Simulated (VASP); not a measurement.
# CoPd2SO6 (Fm-3m) in VASP: single point with PBE

Aim: the single point of CoPd2SO6 with PBE.

All numbers are computed with VASP 6.6.1; they aren't measurements. Logs are shortened: lines on timing, memory, paths and dates and some standing lists are left out, and cuts for length are marked.

## Step 1: The crystal as given

The structure is cubic, space group Fm-3m (No. 225). The conventional cell has a = 7.239 Å, b = 7.239 Å, c = 7.239 Å, α = 90.00°, β = 90.00°, γ = 90.00°. Pd (site symmetry -43m) is surrounded by 12 O at 2.56 Å. Co (site symmetry m-3m) is surrounded by 6 O at 1.90 Å. O (site symmetry 4mm) has 1 S at 1.72 Å and 1 Co at 1.90 Å as nearest neighbours. S (site symmetry m-3m) has 6 O at 1.72 Å as nearest neighbours.

The cell was built by a generator and needn't be a form met in nature.

## Step 2: Single point, PBE

Contents of INCAR:

```
PREC = Accurate ; ENCUT = 520
EDIFF = 1E-6 ; ISMEAR = -1
SIGMA = 0.1 ; LREAL = False
LASPH = True ; NELM = 60
ALGO = Fast ; ISIF = 2
LWAVE = False ; LCHARG = False
GGA = PE ; NBANDS = 46
```

Contents of KPOINTS:

```
regular mesh
0
Gamma
  8 8 8
```

Contents of POSCAR:

```
CoPd2SO6
1.0
    0.0000000000      3.6197450000      3.6197450000
    3.6197450000      0.0000000000      3.6197450000
    3.6197450000      3.6197450000      0.0000000000
Pd Co O S
2 1 6 1
Direct
    0.2500000000      0.2500000000      0.2500000000
    0.7500000000      0.7500000000      0.7500000000
    0.0000000000      0.0000000000      0.0000000000
    0.7375000000      0.2625000000      0.2625000000
    0.2625000000      0.7375000000      0.2625000000
    0.2625000000      0.7375000000      0.7375000000
    0.7375000000      0.2625000000      0.7375000000
    0.2625000000      0.2625000000      0.7375000000
    0.7375000000      0.7375000000      0.2625000000
    0.5000000000      0.5000000000      0.5000000000
```

Potentials or basis: VASP PAW PBE potentials, release 64 (Pd, Co, O, S).

Command:

```
$ cat potpaw_PBE.64/Pd/POTCAR potpaw_PBE.64/Co/POTCAR potpaw_PBE.64/O/POTCAR potpaw_PBE.64/S/POTCAR > POTCAR
$ mpirun -np 1 vasp_std > vasp.out
```

OUTCAR:

```text
PREC = Accurate
   ENCUT = 520
   EDIFF = 1E-6
   ISMEAR = -1
   LREAL = False
   LASPH = True
   NELM = 60
   ISIF = 2
   GGA = PE

 ion  position               nearest neighbor table
   1  0.250  0.250  0.250-   8 2.56   8 2.56   9 2.56   9 2.56   7 2.56   5 2.56   5 2.56   6 2.56
                             4 2.56   4 2.56   7 2.56   6 2.56   3 3.13   3 3.13   3 3.13   3 3.13
   2  0.750  0.750  0.750-   8 2.56   8 2.56   9 2.56   9 2.56   7 2.56   6 2.56   4 2.56   5 2.56
                             5 2.56   6 2.56   7 2.56   4 2.56   3 3.13   3 3.13   3 3.13   3 3.13
   3  0.000  0.000  0.000-   4 1.90   5 1.90   6 1.90   7 1.90   8 1.90   9 1.90   2 3.13   2 3.13
                             1 3.13   2 3.13   2 3.13   1 3.13   1 3.13   1 3.13
   4  0.737  0.263  0.263-  10 1.72   3 1.90   1 2.56   1 2.56   2 2.56   2 2.56
   5  0.263  0.737  0.263-  10 1.72   3 1.90   1 2.56   1 2.56   2 2.56   2 2.56
   6  0.263  0.737  0.737-  10 1.72   3 1.90   2 2.56   1 2.56   1 2.56   2 2.56
   7  0.737  0.263  0.737-  10 1.72   3 1.90   2 2.56   1 2.56   1 2.56   2 2.56
   8  0.263  0.263  0.737-  10 1.72   3 1.90   1 2.56   1 2.56   2 2.56   2 2.56
   9  0.737  0.737  0.263-  10 1.72   3 1.90   2 2.56   1 2.56   1 2.56   2 2.56
  10  0.500  0.500  0.500-   4 1.72   5 1.72   6 1.72   7 1.72   8 1.72   9 1.72

  LATTYP: Found a face centered cubic cell.
 ALAT       =     7.2394900000

  Lattice vectors:

 A1 = (   0.0000000000,   3.6197450000,   3.6197450000)
 A2 = (   3.6197450000,   0.0000000000,   3.6197450000)
 A3 = (   3.6197450000,   3.6197450000,   0.0000000000)

Analysis of symmetry for initial positions (statically):
=====================================================================
 Subroutine PRICEL returns:
 Original cell was already a primitive cell.

 Routine SETGRP: Setting up the symmetry group for a
 face centered cubic supercell.

 Subroutine GETGRP returns: Found 48 space group operations
 (whereof 48 operations were pure point group operations)
 out of a pool of 48 trial point group operations.

The static configuration has the point symmetry O_h .

Analysis of symmetry for dynamics (positions and initial velocities):
=====================================================================
 Subroutine PRICEL returns:
 Original cell was already a primitive cell.

 Routine SETGRP: Setting up the symmetry group for a
 face centered cubic supercell.

 Subroutine GETGRP returns: Found 48 space group operations
 (whereof 48 operations were pure point group operations)
 out of a pool of 48 trial point group operations.

The dynamic configuration has the point symmetry O_h .

 Subroutine INISYM returns: Found 48 space group operations
 (whereof 48 operations are pure point group operations),
 and found     1 'primitive' translations

----------------------------------------------------------------------------------------

                                     Primitive cell

  volume of cell :      94.8558

  direct lattice vectors                    reciprocal lattice vectors
     0.000000000  3.619745000  3.619745000    -0.138131277  0.138131277  0.138131277
     3.619745000  0.000000000  3.619745000     0.138131277 -0.138131277  0.138131277
     3.619745000  3.619745000  0.000000000     0.138131277  0.138131277 -0.138131277

  length of vectors
     5.119092471  5.119092471  5.119092471     0.239250390  0.239250390  0.239250390

  position of ions in fractional coordinates (direct lattice)
     0.250000000  0.250000000  0.250000000
     0.750000000  0.750000000  0.750000000
     0.000000000  0.000000000  0.000000000
     0.737500000  0.262500000  0.262500000
     0.262500000  0.737500000  0.262500000
     0.262500000  0.737500000  0.737500000
     0.737500000  0.262500000  0.737500000
     0.262500000  0.262500000  0.737500000
     0.737500000  0.737500000  0.262500000
     0.500000000  0.500000000  0.500000000

  ion indices of the primitive-cell ions
   primitive index   ion index
                 1           1
                 2           2
                 3           3
                 4           4
                 5           5
                 6           6
                 7           7
                 8           8
                 9           9
                10          10

----------------------------------------------------------------------------------------

 KPOINTS: regular mesh

Automatic generation of k-mesh.
 Grid dimensions read from file:
 generate k-points for:    8    8    8

 Generating k-lattice:

  Cartesian coordinates                     Fractional coordinates (reciprocal lattice)
    -0.017266410  0.017266410  0.017266410     0.125000000  0.000000000  0.000000000
     0.017266410 -0.017266410  0.017266410     0.000000000  0.125000000  0.000000000
     0.017266410  0.017266410 -0.017266410     0.000000000  0.000000000  0.125000000

  Length of vectors
     0.029906299  0.029906299  0.029906299

  Shift w.r.t. Gamma in fractional coordinates (k-lattice)
     0.000000000  0.000000000  0.000000000

 Subroutine IBZKPT returns following result:
 ===========================================

 Found     29 irreducible k-points:

 Following reciprocal coordinates:
            Coordinates               Weight
  0.000000  0.000000  0.000000      1.000000
  0.125000  0.000000  0.000000      8.000000
  0.250000  0.000000  0.000000      8.000000
  0.375000  0.000000  0.000000      8.000000
  0.500000  0.000000  0.000000      4.000000
  0.125000  0.125000  0.000000      6.000000
[... 16 lines left out ...]
  0.500000  0.250000  0.125000     48.000000
 -0.375000  0.250000  0.125000     24.000000
 [... further k-points ...]
   k-points           NKPTS =     29   k-points in BZ     NKDIM =     29   number of bands    NBANDS=     46
   number of dos      NEDOS =    301   number of ions     NIONS =     10
   total plane-waves  NPLWV =  64000
   dimension x,y,z NGX =    40 NGY =   40 NGZ =   40
   dimension x,y,z NGXF=    80 NGYF=   80 NGZF=   80
   ions per type =               2   1   6   1
   NGX,Y,Z   is equivalent  to a cutoff of  12.99, 12.99, 12.99 a.u.
   NGXF,Y,Z  is equivalent  to a cutoff of  25.98, 25.98, 25.98 a.u.
 SYSTEM =  unknown system
   PREC   = accura    normal or accurate (medium, high low for compatibility)
   ISTART =      0    job   : 0-new  1-cont  2-samecut
   ICHARG =      2    charge: 1-file 2-atom 10-const
   ISPIN  =      1    spin polarized calculation?
   LNONCOLLINEAR =      F non collinear calculations
   LSORBIT =      F    spin-orbit coupling
   LASPH  =      T    aspherical Exc in radial PAW
   ENCUT  =  520.0 eV  38.22 Ry    6.18 a.u.   9.52  9.52  9.52*2*pi/ulx,y,z
   NELM   =     60;   NELMIN=  2; NELMDL= -5     # of ELM steps
   EDIFF  = 0.1E-05   stopping-criterion for ELM
   LREAL  =      F    real-space projection
   EDIFFG = 0.1E-04   stopping-criterion for IOM
   NSW    =      0    number of steps for IOM
   IBRION =     -1    ionic relax: 0-MD 1-quasi-New 2-CG
   NFREE  =      0    steps in history (QN), initial steepest desc. (CG)
   ISIF   =      2    stress and relaxation
   ISYM   =      2    0-nonsym 1-usesym 2-fastsym
   POTIM  = 0.5000    time-step for ionic-motion
   TEBEG  =    0.0;   TEEND  =   0.0 temperature during run
   PSTRESS=    0.0 pullay stress
   NELECT =      71.0000    total number of electrons
   NUPDOWN=      -1.0000    fix difference up-down
   EMIN   =  10.00;   EMAX   =-10.00  energy-range for DOS
   EFERMI =   0.00;   METHOD = LEGACY
   ISMEAR =    -1;   SIGMA  =   0.10  broadening in eV -4-tet -1-fermi 0-gaus
   EFERMI_NEDOS =   21; number of points for ismear=-14 and -15
   IALGO  =     68    algorithm
   IMIX   =      4    mixing-type and parameters
     AMIX     =   0.40;   BMIX     =  1.00
     AMIX_MAG =   1.60;   BMIX_MAG =  1.00
  volume/ion in A,a.u.               =       9.49        64.01
  Fermi-wavevector in a.u.,A,eV,Ry     =   1.486413  2.808914 30.061053  2.209425
  Thomas-Fermi vector in A             =   2.599703
   LORBIT       =      0    0 simple, 1 ext, 2 COOP (PROOUT), +10 PAW based schemes
   GGA     = PE    functional components
   LHFCALC =     F    Hartree Fock is set to
   AEXX    =    0.0000 exact exchange contribution
   IVDW    =     0    specifies the selected vdW correction
   LEPSILON=     F    determine dielectric tensor
   LRPA    =     F    only Hartree local field effects (RPA)
 non-spin polarized calculation
 RMM-DIIS sequential band-by-band and
  energy-cutoff  :      520.00
  volume of cell :       94.86
 maximum number of plane-waves:      2637
 NGX is ok and might be reduce to    40
   NGX = 19   NGY = 19   NGZ = 19

 number of electron      70.9999976 magnetization

 Free energy of the ion-electron system (eV)
  ---------------------------------------------------
  ext. energy  EPLUGINS =         0.00000000
  ---------------------------------------------------
  free energy    TOTEN  =       -50.88505351 eV

  energy without entropy =      -50.45438303  energy(sigma->0) =      -50.66971827

 E-fermi :   7.6937     XC(G=0): -12.5499

 val. band max:        7.6886504045   @ k =   0.3750   0.3750   0.0000
 cond. band min:       7.6954750704   @ k =  -0.3750   0.1250   0.0000
 fundamental gap:      0.0068246659
 Fermi energy:         7.6936660281

 k-point     1 :       0.0000    0.0000    0.0000
  band No.  band energies     occupation
      1     -15.8509      2.00000
      2     -12.0324      2.00000
      3     -12.0324      2.00000
      4     -12.0324      2.00000
      5     -10.6759      2.00000
      6     -10.6759      2.00000
[... 38 lines left out ...]
     45      13.9646      0.00000
     46      19.2194      0.00000
[... 1086 lines left out ...]
      6     -10.7344      2.00000
[... 38 lines left out ...]
     45      15.6944      0.00000
     46      17.1039      0.00000

 [... further k-points ...]

------------------------ aborting loop because EDIFF is reached ----------------------------------------

  FORCE on cell =-STRESS in cart. coord.  units (eV):
  Direction    XX          YY          ZZ          XY          YZ          ZX
  --------------------------------------------------------------------------------------
  -------------------------------------------------------------------------------------
  Total        4.2089809      4.2089809      4.2089809      0.0000000     -0.0000000      0.0000000
  in kB       71.0924720     71.0924720     71.0924720      0.0000000     -0.0000000      0.0000000
  external PRESSURE =      71.0924720 kB  Pullay stress =       0.0000000 kB

 VOLUME and BASIS-vectors are now :
 -----------------------------------------------------------------------------
  energy-cutoff  :      520.00
  volume of cell :       94.86
      direct lattice vectors                 reciprocal lattice vectors
     0.000000000  3.619745000  3.619745000    -0.138131277  0.138131277  0.138131277
     3.619745000  0.000000000  3.619745000     0.138131277 -0.138131277  0.138131277
     3.619745000  3.619745000  0.000000000     0.138131277  0.138131277 -0.138131277

 POSITION                                       TOTAL-FORCE (eV/Angst)
 -----------------------------------------------------------------------------------
      1.80987      1.80987      1.80987        -0.000000     -0.000000     -0.000000
      5.42962      5.42962      5.42962         0.000000     -0.000000      0.000000
      0.00000      0.00000      0.00000         0.000000     -0.000000     -0.000000
      1.90037      3.61974      3.61974         0.812802     -0.000000     -0.000000
      3.61974      1.90037      3.61974         0.000000      0.812802     -0.000000
      5.33912      3.61974      3.61974        -0.812802     -0.000000     -0.000000
      3.61974      5.33912      3.61974         0.000000     -0.812802     -0.000000
      3.61974      3.61974      1.90037         0.000000     -0.000000      0.812802
      3.61974      3.61974      5.33912         0.000000     -0.000000     -0.812802
      3.61974      3.61974      3.61974         0.000000     -0.000000      0.000000
 -----------------------------------------------------------------------------------
    total drift:                                0.000000      0.000000      0.000000

  FREE ENERGIE OF THE ION-ELECTRON SYSTEM (eV)
  ---------------------------------------------------
  free  energy   TOTEN  =       -50.8850535088 eV

  energy  without entropy=      -50.4543830340  energy(sigma->0) =      -50.66971827
```

Wall time 4.3 min (1 thread of Intel Xeon Platinum 8488C (Sapphire Rapids), shared host); peak memory 0.32 GiB.

What came out:

```
Free energy            : -50.8851 eV
Pressure               : 7.1 GPa
Largest force          : 0.813 eV/Å
Band gap on the k mesh : none (metal or under the smearing width)
```

Forces on the atoms (eV/Å):
```
Pd   0.000  0.000  0.000
Pd   0.000  0.000  0.000
Co   0.000  0.000  0.000
O    0.813  0.000  0.000
O    0.000  0.813  0.000
O   -0.813  0.000  0.000
O    0.000 -0.813  0.000
O    0.000  0.000  0.813
O    0.000  0.000 -0.813
S    0.000  0.000  0.000
```

Caveat: an odd number of electrons without spin polarisation forces a metal; a magnetic or distorted state may lie lower; the run has no spin polarisation, though such a crystal can be magnetic; semilocal functionals often make such compounds metallic where correlation or magnetic order opens a gap, which also shifts bond lengths. With open d or f shells a metallic result of PBE can be an artefact of self-interaction; +U or a hybrid may open a gap.
